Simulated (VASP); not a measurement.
# GaGe (F-43m) in VASP: single point with PBE

Aim: the single point of GaGe with PBE.

Program: VASP 6.6.1. These are calculated values, not measurements. Logs are shortened: lines on timing, memory, paths and dates and some standing lists are left out, and cuts for length are marked.

**1. Starting point**

The structure is cubic, space group F-43m (No. 216). Conventional cell: a = 5.796 Å, b = 5.796 Å, c = 5.796 Å, α = 90.00°, β = 90.00°, γ = 90.00°. Ga (site symmetry -43m) has 4 Ge at 2.51 Å as nearest neighbours. Ge (site symmetry -43m) has 4 Ga at 2.51 Å as nearest neighbours.

The cell comes from a database or a generator and needn't be the stable form of this composition.

**2. Single point, PBE**

File INCAR:

```
PREC = Accurate ; ENCUT = 520
EDIFF = 1E-7 ; ISMEAR = -1
SIGMA = 0.1 ; LREAL = F
LASPH = T ; NELM = 100
ALGO = Normal ; ISIF = 2
LWAVE = F ; LCHARG = F
GGA = PE ; NBANDS = 20
```

File KPOINTS:

```
regular mesh
0
Gamma
  7 7 7
```

File POSCAR:

```
GaGe
1.0
    0.0000000000      2.8978440000      2.8978440000
    2.8978440000      0.0000000000      2.8978440000
    2.8978440000      2.8978440000      0.0000000000
Ga Ge
1 1
Direct
    0.7500000000      0.7500000000      0.7500000000
    0.0000000000      0.0000000000      0.0000000000
```

Potentials or basis: VASP PAW PBE potentials, release 64 (Ga_d, Ge_d).

On the command line:

```bash
> cat potpaw_PBE.64/Ga_d/POTCAR potpaw_PBE.64/Ge_d/POTCAR > POTCAR
> mpirun -np 1 vasp_std > vasp.out
```

OUTCAR:

```text
PREC = Accurate
   ENCUT = 520
   EDIFF = 1E-7
   ISMEAR = -1
   LREAL = F
   LASPH = T
   NELM = 100
   ISIF = 2
   GGA = PE

 ion  position               nearest neighbor table
   1  0.750  0.750  0.750-   2 2.51   2 2.51   2 2.51   2 2.51
   2  0.000  0.000  0.000-   1 2.51   1 2.51   1 2.51   1 2.51

  LATTYP: Found a face centered cubic cell.
 ALAT       =     5.7956880000

  Lattice vectors:

 A1 = (   0.0000000000,   2.8978440000,   2.8978440000)
 A2 = (   2.8978440000,   0.0000000000,   2.8978440000)
 A3 = (   2.8978440000,   2.8978440000,   0.0000000000)

Analysis of symmetry for initial positions (statically):
=====================================================================
 Subroutine PRICEL returns:
 Original cell was already a primitive cell.

 Routine SETGRP: Setting up the symmetry group for a
 face centered cubic supercell.

 Subroutine GETGRP returns: Found 24 space group operations
 (whereof 24 operations were pure point group operations)
 out of a pool of 48 trial point group operations.

The static configuration has the point symmetry T_d .

Analysis of symmetry for dynamics (positions and initial velocities):
=====================================================================
 Subroutine PRICEL returns:
 Original cell was already a primitive cell.

 Routine SETGRP: Setting up the symmetry group for a
 face centered cubic supercell.

 Subroutine GETGRP returns: Found 24 space group operations
 (whereof 24 operations were pure point group operations)
 out of a pool of 48 trial point group operations.

The dynamic configuration has the point symmetry T_d .

 Subroutine INISYM returns: Found 24 space group operations
 (whereof 24 operations are pure point group operations),
 and found     1 'primitive' translations

----------------------------------------------------------------------------------------

                                     Primitive cell

  volume of cell :      48.6693

  direct lattice vectors                    reciprocal lattice vectors
     0.000000000  2.897844000  2.897844000    -0.172542069  0.172542069  0.172542069
     2.897844000  0.000000000  2.897844000     0.172542069 -0.172542069  0.172542069
     2.897844000  2.897844000  0.000000000     0.172542069  0.172542069 -0.172542069

  length of vectors
     4.098170286  4.098170286  4.098170286     0.298851630  0.298851630  0.298851630

  position of ions in fractional coordinates (direct lattice)
     0.750000000  0.750000000  0.750000000
     0.000000000  0.000000000  0.000000000

  ion indices of the primitive-cell ions
   primitive index   ion index
                 1           1
                 2           2

----------------------------------------------------------------------------------------

 KPOINTS: regular mesh

Automatic generation of k-mesh.
 Grid dimensions read from file:
 generate k-points for:    7    7    7

 Generating k-lattice:

  Cartesian coordinates                     Fractional coordinates (reciprocal lattice)
    -0.024648867  0.024648867  0.024648867     0.142857143  0.000000000  0.000000000
     0.024648867 -0.024648867  0.024648867     0.000000000  0.142857143  0.000000000
     0.024648867  0.024648867 -0.024648867     0.000000000  0.000000000  0.142857143

  Length of vectors
     0.042693090  0.042693090  0.042693090

  Shift w.r.t. Gamma in fractional coordinates (k-lattice)
     0.000000000  0.000000000  0.000000000

 Subroutine IBZKPT returns following result:
 ===========================================

 Found     20 irreducible k-points:

 Following reciprocal coordinates:
            Coordinates               Weight
  0.000000  0.000000  0.000000      1.000000
  0.142857  0.000000  0.000000      8.000000
  0.285714  0.000000  0.000000      8.000000
  0.428571  0.000000  0.000000      8.000000
  0.142857  0.142857  0.000000      6.000000
  0.285714  0.142857  0.000000     24.000000
[... 12 lines left out ...]
 -0.428571  0.428571  0.142857     24.000000
 -0.285714  0.428571  0.142857     24.000000
   k-points           NKPTS =     20   k-points in BZ     NKDIM =     20   number of bands    NBANDS=     20
   number of dos      NEDOS =    301   number of ions     NIONS =      2
   total plane-waves  NPLWV =  27000
   dimension x,y,z NGX =    30 NGY =   30 NGZ =   30
   dimension x,y,z NGXF=    60 NGYF=   60 NGZF=   60
   ions per type =               1   1
   NGX,Y,Z   is equivalent  to a cutoff of  12.17, 12.17, 12.17 a.u.
   NGXF,Y,Z  is equivalent  to a cutoff of  24.34, 24.34, 24.34 a.u.
 SYSTEM =  unknown system
   PREC   = accura    normal or accurate (medium, high low for compatibility)
   ISTART =      0    job   : 0-new  1-cont  2-samecut
   ICHARG =      2    charge: 1-file 2-atom 10-const
   ISPIN  =      1    spin polarized calculation?
   LNONCOLLINEAR =      F non collinear calculations
   LSORBIT =      F    spin-orbit coupling
   LASPH  =      T    aspherical Exc in radial PAW
   ENCUT  =  520.0 eV  38.22 Ry    6.18 a.u.   7.62  7.62  7.62*2*pi/ulx,y,z
   NELM   =    100;   NELMIN=  2; NELMDL= -5     # of ELM steps
   EDIFF  = 0.1E-06   stopping-criterion for ELM
   LREAL  =      F    real-space projection
   EDIFFG = 0.1E-05   stopping-criterion for IOM
   NSW    =      0    number of steps for IOM
   IBRION =     -1    ionic relax: 0-MD 1-quasi-New 2-CG
   NFREE  =      0    steps in history (QN), initial steepest desc. (CG)
   ISIF   =      2    stress and relaxation
   ISYM   =      2    0-nonsym 1-usesym 2-fastsym
   POTIM  = 0.5000    time-step for ionic-motion
   TEBEG  =    0.0;   TEEND  =   0.0 temperature during run
   PSTRESS=    0.0 pullay stress
   NELECT =      27.0000    total number of electrons
   NUPDOWN=      -1.0000    fix difference up-down
   EMIN   =  10.00;   EMAX   =-10.00  energy-range for DOS
   EFERMI =   0.00;   METHOD = LEGACY
   ISMEAR =    -1;   SIGMA  =   0.10  broadening in eV -4-tet -1-fermi 0-gaus
   EFERMI_NEDOS =   21; number of points for ismear=-14 and -15
   IALGO  =     38    algorithm
   IMIX   =      4    mixing-type and parameters
     AMIX     =   0.40;   BMIX     =  1.00
     AMIX_MAG =   1.60;   BMIX_MAG =  1.00
  volume/ion in A,a.u.               =      24.33       164.22
  Fermi-wavevector in a.u.,A,eV,Ry     =   1.345172  2.542006 24.619567  1.809487
  Thomas-Fermi vector in A             =   2.473106
   LORBIT       =      0    0 simple, 1 ext, 2 COOP (PROOUT), +10 PAW based schemes
   GGA     = PE    functional components
   LHFCALC =     F    Hartree Fock is set to
   AEXX    =    0.0000 exact exchange contribution
   IVDW    =     0    specifies the selected vdW correction
   LEPSILON=     F    determine dielectric tensor
   LRPA    =     F    only Hartree local field effects (RPA)
 non-spin polarized calculation
  energy-cutoff  :      520.00
  volume of cell :       48.67
 maximum number of plane-waves:      1363
   NGX = 15   NGY = 15   NGZ = 15

 number of electron      26.9999991 magnetization

 Free energy of the ion-electron system (eV)
  ---------------------------------------------------
  ext. energy  EPLUGINS =         0.00000000
  ---------------------------------------------------
  free energy    TOTEN  =        -7.10905572 eV

  energy without entropy =       -7.06094551  energy(sigma->0) =       -7.08500061

 E-fermi :   3.0298     XC(G=0):  -9.5539

 val. band max:        2.9993167936   @ k =  -0.2857   0.2857   0.0000
 cond. band min:       3.0417359222   @ k =   0.2857   0.1429   0.0000
 fundamental gap:      0.0424191286
 Fermi energy:         3.0298272904

 k-point     1 :       0.0000    0.0000    0.0000
  band No.  band energies     occupation
      1     -20.8789      2.00000
      2     -20.8789      2.00000
      3     -20.8789      2.00000
      4     -20.8595      2.00000
      5     -20.8595      2.00000
      6     -11.2798      2.00000
[... 12 lines left out ...]
     19      10.7624      0.00000
     20      13.8235      0.00000

 k-point     2 :       0.1429    0.0000    0.0000
  band No.  band energies     occupation
      1     -20.8788      2.00000
      2     -20.8783      2.00000
      3     -20.8783      2.00000
      4     -20.8593      2.00000
      5     -20.8593      2.00000
      6     -11.2849      2.00000
[... 12 lines left out ...]
     19      11.9247      0.00000
     20      12.7492      0.00000

 k-point     3 :       0.2857    0.0000    0.0000
  band No.  band energies     occupation
      1     -20.8788      2.00000
      2     -20.8773      2.00000
      3     -20.8773      2.00000
      4     -20.8590      2.00000
      5     -20.8590      2.00000
      6     -11.2963      2.00000
[... 12 lines left out ...]
     19      12.0861      0.00000
     20      12.8302      0.00000

 k-point     4 :       0.4286    0.0000    0.0000
  band No.  band energies     occupation
      1     -20.8787      2.00000
      2     -20.8765      2.00000
      3     -20.8765      2.00000
      4     -20.8586      2.00000
      5     -20.8586      2.00000
      6     -11.3054      2.00000
[... 12 lines left out ...]
     19      13.6013      0.00000
     20      14.6026      0.00000

 k-point     5 :       0.1429    0.1429    0.0000
  band No.  band energies     occupation
      1     -20.8795      2.00000
      2     -20.8778      2.00000
      3     -20.8778      2.00000
      4     -20.8598      2.00000
      5     -20.8588      2.00000
      6     -11.2901      2.00000
[... 12 lines left out ...]
     19      11.3834      0.00000
     20      12.3470      0.00000
[... 261 lines left out ...]
      6     -11.3079      2.00000
[... 12 lines left out ...]
     19      12.8335      0.00000
     20      14.7740      0.00000

 k-point    18 :      -0.4286    0.2857    0.1429
  band No.  band energies     occupation
      1     -20.8787      2.00000
      2     -20.8767      2.00000
      3     -20.8747      2.00000
      4     -20.8595      2.00000
      5     -20.8578      2.00000
      6     -11.3121      2.00000
[... 12 lines left out ...]
     19      12.8374      0.00000
     20      14.7295      0.00000

 k-point    19 :      -0.4286    0.4286    0.1429
  band No.  band energies     occupation
      1     -20.8805      2.00000
      2     -20.8751      2.00000
      3     -20.8736      2.00000
      4     -20.8605      2.00000
      5     -20.8569      2.00000
      6     -11.3203      2.00000
[... 12 lines left out ...]
     19      14.2343      0.00000
     20      15.5466      0.00000

 k-point    20 :      -0.2857    0.4286    0.1429
  band No.  band energies     occupation
      1     -20.8789      2.00000
      2     -20.8765      2.00000
      3     -20.8737      2.00000
      4     -20.8599      2.00000
      5     -20.8574      2.00000
      6     -11.3168      2.00000
[... 12 lines left out ...]
     19      13.7997      0.00000
     20      15.0751      0.00000

------------------------ aborting loop because EDIFF is reached ----------------------------------------

  FORCE on cell =-STRESS in cart. coord.  units (eV):
  Direction    XX          YY          ZZ          XY          YZ          ZX
  --------------------------------------------------------------------------------------
  -------------------------------------------------------------------------------------
  Total        0.1068127      0.1068127      0.1068127     -0.0000000     -0.0000000     -0.0000000
  in kB        3.5162381      3.5162381      3.5162381     -0.0000000     -0.0000000     -0.0000000
  external PRESSURE =       3.5162381 kB  Pullay stress =       0.0000000 kB

 VOLUME and BASIS-vectors are now :
 -----------------------------------------------------------------------------
  energy-cutoff  :      520.00
  volume of cell :       48.67
      direct lattice vectors                 reciprocal lattice vectors
     0.000000000  2.897844000  2.897844000    -0.172542069  0.172542069  0.172542069
     2.897844000  0.000000000  2.897844000     0.172542069 -0.172542069  0.172542069
     2.897844000  2.897844000  0.000000000     0.172542069  0.172542069 -0.172542069

 POSITION                                       TOTAL-FORCE (eV/Angst)
 -----------------------------------------------------------------------------------
      4.34677      4.34677      4.34677         0.000000      0.000000      0.000000
      0.00000      0.00000      0.00000        -0.000000     -0.000000     -0.000000
 -----------------------------------------------------------------------------------
    total drift:                                0.000000      0.000000      0.000000

  FREE ENERGIE OF THE ION-ELECTRON SYSTEM (eV)
  ---------------------------------------------------
  free  energy   TOTEN  =        -7.1090557198 eV

  energy  without entropy=       -7.0609455052  energy(sigma->0) =       -7.08500061
```

Run time: 14 s. Hardware: 1 thread of Intel Xeon 6975P-C (Granite Rapids), shared host; peak memory 0.16 GiB.

Results:

```
Free energy            : -7.1091 eV
Pressure               : 0.4 GPa
Band gap on the k mesh : none (metal or under the smearing width)
```
